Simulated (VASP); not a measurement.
```
LiCl
1.0
    0.00000     2.50906     2.50906
    2.50906     0.00000     2.50906
    2.50906     2.50906     0.00000
Li Cl
1 1
Direct
  0.00000   0.00000   0.00000
  0.50000   0.50000   0.50000
```

The numbers are results of AM05 GGA, VASP's PBE PAW potentials (set 64) (plane waves; VASP), not measurements. Run with 520 eV cut-off, 9×9×9 Γ-centred mesh, Gaussian smearing of 0.050 eV, potentials Li_sv Cl.

Question: Estimate the energy per atom (σ→0), pressure, band gap (on the k-mesh) with the smallest direct gap where there is one.

Answer: 
```
Quantity                                      Value
-----------------------------------  --------------
band gap (on the k-mesh)                    6.68 eV
smallest direct gap (on the k-mesh)         6.68 eV
energy per atom (σ→0)                -3656 meV/atom
pressure                                   2.07 GPa
```

The absolute energy has meaning only against runs of the same code, potentials and settings.

The compound is LiCl in the rock salt structure. This cell is one point of a volume scan, at 0.94 of the reference volume.
